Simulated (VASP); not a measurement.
# GePt: structure and properties in VASP, part 3 of 5

What structure does GePt take at this level, and what are its properties? The start is a cell from a database of measured crystal structures.

VASP 6.6.1; SCAN; plane waves and PAW (Ge_d, Pt).

So far. Step 3 (Second relaxation): It ends with a largest force of 0.005 eV/Å and a pressure of -0.03 GPa. The volume moved by under 0.01 %: the run met its threshold at the first step. Step 4 (Density, ELF and potential (SCAN)): In this run the pressure is -0.03 GPa, small enough to go on. The relaxed cell has a, b, c = 5.690, 3.703, 6.044 Å (conventional setting).

## (5) Bands along the symmetry lines (SCAN)

Levels along the symmetry lines show where the bands peak and cross; KPOINTS_OPT computes them in the converged potential.

File INCAR:

```
SYSTEM = GePt
PREC = Accurate
ENCUT = 410
EDIFF = 1E-06
NELM = 100
ISMEAR = 0
SIGMA = 0.05
LREAL = .FALSE.
ALGO = Normal
METAGGA = SCAN
LASPH = .TRUE.
NBANDS = 71
LORBIT = 11
LWAVE = .FALSE.
LCHARG = .FALSE.
KPAR = 4
```

File POSCAR:

```
GePt
1.0
    5.6898820138      0.0000000000      0.0000000000
    0.0000000000      3.7032963148      0.0000000000
    0.0000000000      0.0000000000      6.0435443228
Ge Pt
4 4
Direct
    0.1869226335      0.2500000000      0.5891483959
    0.3130773665      0.7500000000      0.0891483959
    0.6869226335      0.2500000000      0.9108516041
    0.8130773665      0.7500000000      0.4108516041
    0.9978501393      0.2500000000      0.1935683892
    0.5021498607      0.7500000000      0.6935683892
    0.4978501393      0.2500000000      0.3064316108
    0.0021498607      0.7500000000      0.8064316108
```

File KPOINTS:

```
Automatic mesh
0
Gamma
5 7 5
0 0 0
```

File KPOINTS_OPT:

```
Line mode
12
Line-mode
Reciprocal
  0.00000000   0.00000000   0.00000000 GAMMA
  0.00000000  -0.50000000   0.00000000 X

  0.00000000  -0.50000000   0.00000000 X
 -0.50000000  -0.50000000   0.00000000 S

 -0.50000000  -0.50000000   0.00000000 S
 -0.50000000   0.00000000   0.00000000 Y

 -0.50000000   0.00000000   0.00000000 Y
  0.00000000   0.00000000   0.00000000 GAMMA

  0.00000000   0.00000000   0.00000000 GAMMA
  0.00000000   0.00000000  -0.50000000 Z

  0.00000000   0.00000000  -0.50000000 Z
  0.00000000  -0.50000000  -0.50000000 U

  0.00000000  -0.50000000  -0.50000000 U
 -0.50000000  -0.50000000  -0.50000000 R

 -0.50000000  -0.50000000  -0.50000000 R
 -0.50000000   0.00000000  -0.50000000 T

 -0.50000000   0.00000000  -0.50000000 T
  0.00000000   0.00000000  -0.50000000 Z

 -0.50000000   0.00000000   0.00000000 Y
 -0.50000000   0.00000000  -0.50000000 T

  0.00000000  -0.50000000  -0.50000000 U
  0.00000000  -0.50000000   0.00000000 X

 -0.50000000  -0.50000000   0.00000000 S
 -0.50000000  -0.50000000  -0.50000000 R
```

The projector-augmented-wave data sets are Ge_d and Pt (PBE family, release 64).

Command:

```console
mpirun -np 4 vasp_std
```

The log of the run:

```text
[... set-up lines as in an earlier step ...]
 entering main loop
       N       E                     dE             d eps       ncg     rms          rms(c)
DAV:   1     0.777490196876E+03    0.77749E+03   -0.33887E+04  7381   0.316E+03
DAV:   2    -0.171586698688E+03   -0.94908E+03   -0.86697E+03  5112   0.904E+02
DAV:   3    -0.367763418166E+03   -0.19618E+03   -0.18649E+03  5365   0.200E+02
DAV:   4    -0.380356061029E+03   -0.12593E+02   -0.12446E+02  5960   0.598E+01
DAV:   5    -0.380648651391E+03   -0.29259E+00   -0.29241E+00  5716   0.980E+00    0.204E+01
DAV:   6    -0.361980793489E+03    0.18668E+02   -0.46347E+00  5427   0.119E+01    0.115E+01
DAV:   7    -0.362139167946E+03   -0.15837E+00   -0.11650E+00  6034   0.592E+00    0.528E+00
DAV:   8    -0.362118421975E+03    0.20746E-01   -0.37113E-01  6091   0.329E+00    0.587E-01
DAV:   9    -0.362119153041E+03   -0.73107E-03   -0.71884E-02  5633   0.158E+00    0.614E-01
DAV:  10    -0.362114772829E+03    0.43802E-02   -0.14167E-02  5591   0.632E-01    0.116E-01
DAV:  11    -0.362115463193E+03   -0.69036E-03   -0.20856E-03  5757   0.231E-01    0.530E-02
DAV:  12    -0.362115408536E+03    0.54657E-04   -0.21800E-04  5931   0.830E-02    0.286E-02
DAV:  13    -0.362115438430E+03   -0.29894E-04   -0.75899E-05  6356   0.494E-02    0.958E-03
DAV:  14    -0.362115427090E+03    0.11341E-04   -0.97876E-06  5105   0.167E-02    0.459E-03
DAV:  15    -0.362115430041E+03   -0.29509E-05   -0.29264E-06  5021   0.914E-03    0.232E-03
DAV:  16    -0.362115425346E+03    0.46947E-05   -0.42278E-07  3214   0.396E-03    0.593E-04
DAV:  17    -0.362115424483E+03    0.86307E-06   -0.92542E-08  3221   0.199E-03
   1 F= -.36211542E+03 E0= -.36211350E+03  d E =-.384450E-02
 Start KPOINTS_OPT (optional k-point list driver)
k-point batch [1-36\144]
       N       E                     dE             ncg
DAV:   1     0.273449506811E+05   -0.44239E+05     7372
DAV:   2    -0.707936394373E+04   -0.34424E+05     5112
DAV:   3    -0.140539734771E+05   -0.69746E+04     5412
DAV:   4    -0.144924075660E+05   -0.43843E+03     5923
DAV:   5    -0.145029306208E+05   -0.10523E+02     5606
DAV:   6    -0.145033065866E+05   -0.37597E+00     5933
DAV:   7    -0.145033254659E+05   -0.18879E-01     5642
DAV:   8    -0.145033266430E+05   -0.11771E-02     6168
DAV:   9    -0.145033267043E+05   -0.61363E-04     5208
DAV:  10    -0.145033267075E+05   -0.32007E-05     3510
DAV:  11    -0.145033267082E+05   -0.63962E-06     3230
[...]
k-point batch [109-144\144]
       N       E                     dE             ncg
DAV:   1     0.275923947848E+05   -0.55383E+05     7387
DAV:   2    -0.699829938555E+04   -0.34591E+05     5112
DAV:   3    -0.140370822951E+05   -0.70388E+04     5454
DAV:   4    -0.144853899446E+05   -0.44831E+03     5881
DAV:   5    -0.144963695885E+05   -0.10980E+02     5654
DAV:   6    -0.144967620474E+05   -0.39246E+00     5879
DAV:   7    -0.144967812142E+05   -0.19167E-01     5736
DAV:   8    -0.144967824014E+05   -0.11872E-02     6096
DAV:   9    -0.144967824640E+05   -0.62652E-04     5254
DAV:  10    -0.144967824674E+05   -0.34079E-05     3584
DAV:  11    -0.144967824681E+05   -0.61201E-06     3235
```

The job ended after 3.9 min (4 MPI ranks of Intel Xeon 6975P-C (Granite Rapids), shared host; peak memory 1.7 GiB).

From OUTCAR (step 5):

```text
   k-points           NKPTS =     36   k-points in BZ     NKDIM =     36   number of bands    NBANDS=     71

   NELECT =      96.0000    total number of electrons

 E-fermi :   9.7649

 k-point     2 :       0.2000    0.0000    0.0000
  band No.  band energies     occupation
    ...
     44       6.8326      2.00000
     45       6.9306      2.00000
     46       7.8248      2.00000
     47       8.6898      2.00000
     48       8.7989      2.00000
     49      11.0729      0.00000
     50      11.1898      0.00000
     51      12.4155      0.00000
     52      12.8645      0.00000
     53      13.0255      0.00000
    ...

  Total        0.0025174     -0.0336747     -0.0395785     -0.0000000      0.0000000      0.0000000
  in kB        0.0316728     -0.4236732     -0.4979508     -0.0000000      0.0000000      0.0000000
  external PRESSURE =      -0.2966504 kB  Pullay stress =       0.0000000 kB

 POSITION                                       TOTAL-FORCE (eV/Angst)
 -----------------------------------------------------------------------------------
      1.06357      0.92582      3.56054         0.005020     -0.000000     -0.000327
      1.78137      2.77747      0.53877        -0.005020      0.000000     -0.000327
      3.90851      0.92582      5.50477         0.005020     -0.000000      0.000327
      4.62631      2.77747      2.48300        -0.005020      0.000000      0.000327
      5.67765      0.92582      1.16984        -0.000108     -0.000000      0.005368
      2.85717      2.77747      4.19161         0.000108     -0.000000      0.005368
      2.83271      0.92582      1.85193        -0.000108     -0.000000     -0.005368
      0.01223      2.77747      4.87371         0.000108     -0.000000     -0.005368
 -----------------------------------------------------------------------------------
    total drift:                                0.000000     -0.000000     -0.000000

  FREE ENERGIE OF THE ION-ELECTRON SYSTEM (eV)
  ---------------------------------------------------
  free  energy   TOTEN  =      -362.1154244828 eV

  energy  without entropy=     -362.1115799806  energy(sigma->0) =     -362.11350223

[... 14 parts as in an earlier step ...]

[... 2 further parts left out ...]
```

Spin-orbit coupling is off here; with elements this heavy it splits and shifts levels by tenths of an eV or more.

Numbers from this step:

- bands: 71
- pressure: -0.02967 GPa

Electronic bands along the path, in eV, zero at the Fermi level; # counts the bands kept:

```csv
point,#21,#22,#23,#24,#25,#26,#27,#28
Γ,-2.83,-1.88,-1.58,-1.02,0.65,1.16,2.99,3.40
0.45 of the way,-2.58,-1.31,-1.30,-0.73,0.64,0.85,1.21,2.29
X,-2.88,-2.88,-1.86,-1.86,-0.10,-0.10,2.24,2.24
0.55 of the way,-2.44,-2.44,-1.96,-1.96,0.26,0.26,1.36,1.36
S,-2.07,-2.07,-2.07,-2.07,0.68,0.68,0.68,0.68
0.45 of the way,-1.85,-1.85,-1.29,-1.29,0.64,0.64,1.73,1.73
Y,-2.72,-2.72,-0.04,-0.04,1.21,1.21,2.49,2.49
0.45 of the way,-2.83,-2.16,-0.86,-0.58,1.25,1.97,2.30,2.97
Γ,-2.83,-1.88,-1.58,-1.02,0.65,1.16,2.99,3.40
0.55 of the way,-2.21,-1.90,-0.80,-0.58,1.15,1.44,2.30,2.46
Z,-2.08,-2.08,0.01,0.01,0.94,0.94,2.11,2.11
0.45 of the way,-2.06,-2.06,-1.06,-1.06,0.61,0.61,2.43,2.43
U,-2.74,-2.74,-2.36,-2.36,0.46,0.46,1.30,1.30
0.45 of the way,-2.76,-2.76,-2.65,-2.65,1.47,1.47,1.72,1.72
R,-2.71,-2.71,-2.71,-2.71,2.65,2.65,2.65,2.65
0.45 of the way,-1.45,-1.45,-1.03,-1.03,0.69,0.69,1.83,1.83
T,-1.43,-1.43,0.75,0.75,1.88,1.88,2.62,2.62
0.45 of the way,-1.62,-1.62,0.00,0.00,1.62,1.62,2.10,2.10
Z,-2.08,-2.08,0.01,0.01,0.94,0.94,2.11,2.11
jump to Y,-2.72,-2.72,-0.04,-0.04,1.21,1.21,2.49,2.49
0.45 of the way,-2.35,-2.35,0.31,0.31,1.67,1.67,2.08,2.08
T,-1.43,-1.43,0.75,0.75,1.88,1.88,2.62,2.62
jump to U,-2.74,-2.74,-2.36,-2.36,0.46,0.46,1.30,1.30
0.55 of the way,-2.79,-2.79,-2.15,-2.15,0.03,0.03,1.14,1.14
X,-2.88,-2.88,-1.86,-1.86,-0.10,-0.10,2.24,2.24
jump to S,-2.07,-2.07,-2.07,-2.07,0.68,0.68,0.68,0.68
```

Of the projections kept (Ge, Pt), the largest for each band there; the rest of the weight can lie on other orbitals:

```csv
point,#21,#22,#23,#24,#25,#26,#27,#28
Γ,Pt 0.66,Ge 0.60,Pt 0.79,Pt 0.88,Pt 0.83,Pt 0.60,Ge 0.66,Ge 0.74
X,Pt 0.88,Pt 0.88,Pt 0.73,Pt 0.73,Pt 0.86,Pt 0.86,Pt 0.70,Pt 0.70
S,Pt 0.84,Pt 0.84,Pt 0.84,Pt 0.84,Pt 0.74,Pt 0.74,Pt 0.74,Pt 0.74
Y,Pt 0.98,Pt 0.98,Pt 0.54,Pt 0.54,Pt 0.56,Pt 0.56,Ge 0.54,Ge 0.54
Γ,Pt 0.66,Ge 0.60,Pt 0.79,Pt 0.88,Pt 0.83,Pt 0.60,Ge 0.66,Ge 0.74
Z,Pt 0.74,Pt 0.74,Pt 0.80,Pt 0.80,Pt 0.57,Pt 0.57,Ge 0.60,Ge 0.60
```

There is no gap at this level.

## (6) Density of states (SCAN)

A density of states needs more k-points than a total energy; ISMEAR = -5 takes tetrahedra, and LORBIT projects the states on the PAW spheres. The mesh is finer than in the run before.

INCAR, as its differences from that of step 5:

```diff
@@ -5,3 +5,3 @@
 NELM = 100
-ISMEAR = 0
+ISMEAR = -5
 SIGMA = 0.05
@@ -16 +16,2 @@
 KPAR = 4
+NEDOS = 2001
```

POSCAR is that of step 5.

File KPOINTS:

```
Automatic mesh
0
Gamma
7 11 7
0 0 0
```

Command:

```console
mpirun -np 4 vasp_std
```

The log of the run:

```text
[... set-up lines as in an earlier step ...]
 entering main loop
       N       E                     dE             d eps       ncg     rms          rms(c)
DAV:   1     0.773984057652E+03    0.77398E+03   -0.34128E+04 19758   0.316E+03
DAV:   2    -0.173349118035E+03   -0.94733E+03   -0.86296E+03 13632   0.905E+02
DAV:   3    -0.368006853163E+03   -0.19466E+03   -0.18504E+03 14373   0.199E+02
DAV:   4    -0.380361409850E+03   -0.12355E+02   -0.12206E+02 15770   0.593E+01
DAV:   5    -0.380647640927E+03   -0.28623E+00   -0.28610E+00 15165   0.969E+00    0.204E+01
DAV:   6    -0.361977950049E+03    0.18670E+02   -0.46778E+00 14508   0.120E+01    0.115E+01
DAV:   7    -0.362135217086E+03   -0.15727E+00   -0.11891E+00 16132   0.599E+00    0.535E+00
DAV:   8    -0.362112436136E+03    0.22781E-01   -0.38360E-01 16271   0.335E+00    0.594E-01
DAV:   9    -0.362112196661E+03    0.23948E-03   -0.72968E-02 14910   0.160E+00    0.615E-01
DAV:  10    -0.362108164367E+03    0.40323E-02   -0.14374E-02 14938   0.635E-01    0.116E-01
DAV:  11    -0.362108879638E+03   -0.71527E-03   -0.21137E-03 15161   0.234E-01    0.555E-02
DAV:  12    -0.362108802200E+03    0.77438E-04   -0.22197E-04 15797   0.823E-02    0.289E-02
DAV:  13    -0.362108843838E+03   -0.41638E-04   -0.78193E-05 16853   0.511E-02    0.103E-02
DAV:  14    -0.362108830947E+03    0.12890E-04   -0.98420E-06 13453   0.168E-02    0.487E-03
DAV:  15    -0.362108835943E+03   -0.49960E-05   -0.32403E-06 13502   0.974E-03    0.262E-03
DAV:  16    -0.362108829774E+03    0.61697E-05   -0.48401E-07  8510   0.422E-03    0.615E-04
DAV:  17    -0.362108828973E+03    0.80109E-06   -0.10005E-07  8489   0.206E-03
   1 F= -.36210883E+03 E0= -.36210883E+03  d E =0.000000E+00
 -----------------------------------------------------------------------------
|                                                                             |
|           W    W    AA    RRRRR   N    N  II  N    N   GGGG   !!!           |
|           W    W   A  A   R    R  NN   N  II  NN   N  G    G  !!!           |
|           W    W  A    A  R    R  N N  N  II  N N  N  G       !!!           |
|           W WW W  AAAAAA  RRRRR   N  N N  II  N  N N  G  GGG   !            |
|           WW  WW  A    A  R   R   N   NN  II  N   NN  G    G                |
|           W    W  A    A  R    R  N    N  II  N    N   GGGG   !!!           |
|                                                                             |
|     Tetrahedron method does not include variations of the Fermi             |
|     occupations, so forces and stress will be inaccurate. We suggest        |
|     using a different smearing scheme ISMEAR = 1 or 2 for metals in         |
|     relaxations.                                                            |
|                                                                             |
 -----------------------------------------------------------------------------
```

Wall time 3.2 min (4 MPI ranks); peak memory 2 GiB.

Parts of OUTCAR (step 6):

```text
   k-points           NKPTS =     96   k-points in BZ     NKDIM =     96   number of bands    NBANDS=     71

   NELECT =      96.0000    total number of electrons

 E-fermi :   9.7787

 k-point     1 :       0.0000    0.0000    0.0000
  band No.  band energies     occupation
    ...
     44       6.8711      2.00000
     45       6.9367      2.00000
     46       7.8849      2.00000
     47       8.1786      2.00000
     48       8.7404      2.00000
     49      10.4117      0.00000
     50      10.9229      0.00000
     51      12.7517      0.00000
     52      13.1679      0.00000
     53      13.3034      0.00000
    ...

  Total        0.1655119     -0.1021474     -0.2508937      0.0000000      0.0000000      0.0000000
  in kB        2.0823626     -1.2851516     -3.1565810      0.0000000      0.0000000      0.0000000
  external PRESSURE =      -0.7864567 kB  Pullay stress =       0.0000000 kB

 POSITION                                       TOTAL-FORCE (eV/Angst)
 -----------------------------------------------------------------------------------
      1.06357      0.92582      3.56054         0.010195      0.000000     -0.009213
      1.78137      2.77747      0.53877        -0.010195     -0.000000     -0.009213
      3.90851      0.92582      5.50477         0.010195     -0.000000      0.009213
      4.62631      2.77747      2.48300        -0.010195      0.000000      0.009213
      5.67765      0.92582      1.16984         0.002273      0.000000     -0.019350
      2.85717      2.77747      4.19161        -0.002273      0.000000     -0.019350
      2.83271      0.92582      1.85193         0.002273     -0.000000      0.019350
      0.01223      2.77747      4.87371        -0.002273     -0.000000      0.019350
 -----------------------------------------------------------------------------------
    total drift:                                0.000000     -0.000000     -0.000000

  FREE ENERGIE OF THE ION-ELECTRON SYSTEM (eV)
  ---------------------------------------------------
  free  energy   TOTEN  =      -362.1088289726 eV

  energy  without entropy=     -362.1088289726  energy(sigma->0) =     -362.10882897

[... 7 parts as in an earlier step ...]

[... 9 further parts left out ...]
```

With tetrahedra the forces and stress of a metal are not exact derivatives of the energy.

Numbers from this step:

```yaml
irreducible_k_points: 96
free_energy_toten: -362.1088 eV
fermi_energy: 9.779 eV
pressure: -0.07865 GPa
dos_at_the_fermi_level: 1.651 states/eV/cell
```

The density of states has structure finer than the step of the table below, so its rows give means over 0.5 eV, whole bins alone (the curve runs from -12.0 to 3.35 eV). Peaks (eV: height): total -5.88: 14.4, -5.61: 13.6, -4.72: 12.3, -3.44: 14.8; Pt d -5.88: 10.2, -5.61: 9.76, -3.44: 12.3, -2.96: 9.37; Ge p -7.17: 1.04, -5.95: 1.34, -5.61: 1.24, -5.33: 1.03; Pt p -10.29: 0.479, -4.72: 0.449, -4.25: 0.436, -1.81: 0.569; Ge s -10.76: 1.45, -10.29: 4.02.

States under -12.0 eV and over 3.3 eV are left out. Table of density of states by energy, zero at the Fermi level; means over each step; values in states/eV/cell:

```csv
energy (eV),total,Pt d,Ge p,Pt p,Ge s,Pt s
-11.5,1.72,0.133,0.0442,0.0903,0.769,0.201
-11.0,2.34,0.296,0.0582,0.115,1.05,0.227
-10.5,4.37,0.781,0.0664,0.237,2.08,0.233
-10.0,3.17,0.664,0.0430,0.184,1.55,0.0912
-9.5,0.233,0.0263,0.00479,0.0235,0.117,0.00629
-9.0,0,0,0,0,0,0
-8.5,0.0761,0.0221,0.0132,0.00126,0.00317,0.0154
-8.0,1.97,0.590,0.334,0.0486,0.0772,0.378
-7.5,3.75,1.34,0.642,0.115,0.133,0.540
-7.0,5.05,2.14,0.863,0.181,0.115,0.516
-6.5,4.63,2.47,0.681,0.154,0.0895,0.265
-6.0,9.81,6.68,1.01,0.232,0.0753,0.253
-5.5,10.2,7.28,0.905,0.321,0.0725,0.159
-5.0,7.91,5.62,0.674,0.303,0.0654,0.114
-4.5,10.2,7.41,0.737,0.382,0.0791,0.123
-4.0,8.58,6.38,0.580,0.339,0.0571,0.122
-3.5,9.79,7.91,0.410,0.258,0.0506,0.185
-3.0,7.87,6.47,0.294,0.207,0.0657,0.164
-2.5,4.11,2.82,0.311,0.270,0.0812,0.0805
-2.0,4.80,2.67,0.555,0.473,0.155,0.121
-1.5,2.96,1.30,0.482,0.384,0.107,0.0764
-1.0,1.64,0.856,0.214,0.149,0.0752,0.0672
-0.5,1.93,1.03,0.229,0.128,0.147,0.0965
0.0,1.88,0.951,0.245,0.125,0.181,0.0845
0.5,2.72,1.22,0.381,0.175,0.307,0.164
1.0,3.20,1.23,0.494,0.220,0.361,0.253
1.5,3.41,1.17,0.614,0.258,0.334,0.269
2.0,3.30,0.963,0.716,0.279,0.277,0.236
2.5,3.19,0.834,0.742,0.268,0.270,0.225
3.0,3.00,0.727,0.720,0.228,0.194,0.286
```

The finer mesh and the other smearing move the Fermi level by +0.01 eV from the 5×7×5 run, a small shift, which tests the Fermi level alone. Of the states within 0.3 eV of the Fermi level, the largest shares in the PAW spheres are Pt d 50 %, Ge p 13 % and Ge s 10 %. The rest lies in smaller channels or between the spheres.

(Continued in part 4 of 5.)

[Lines on the potential files, build, host, timing and source positions are cut from VASP's logs without a mark.]

[Logs are printed without paths, hosts, clocks, repeated set-up lines and the standing remarks that a program may print on its own settings, such as how far it seeks lower states.]

[Hosts, paths, dates, database ids (printed as entryN), source tags and the programs' standing remarks are cut or masked in the printed files.]

[A measured line is paired with the nearest computed mode of its activity, which favours agreement.]
